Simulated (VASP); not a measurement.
Here is the system:

```xyz
3
Lattice="1.6561 -2.8685 0.0000 1.6561 2.8685 0.0000 0.0000 0.0000 5.4378" Properties=species:S:1:pos:R:3 pbc="T T T"
Ti     0.0000     0.0000     0.0000
S      1.6561     0.9562     1.4250
S      1.6561    -0.9562     4.0129
```

Calculation: LDA (Ceperley-Alder, Perdew-Zunger), VASP's LDA PAW potentials (set 64) (plane waves; VASP 6.6.1). Settings: 500 eV cut-off, 11×11×6 Γ-centred mesh, first-order Methfessel-Paxton smearing of 0.10 eV, potentials Ti_sv S.

Question: Estimate the energy per atom (σ→0), band gap (on the k-mesh) with the smallest direct gap where there is one.

Answer: 
| Quantity | Value |
|---|---|
| band gap (on the k-mesh) | none (metal, semimetal or under 0.01 eV) |
| energy per atom (σ→0) | -7.344 eV/atom |

Total energies compare only between runs with the same potentials, cut-off and functional.

The compound is TiS2 in the 1T layered structure. It was relaxed first, which changed the volume by -10 %.
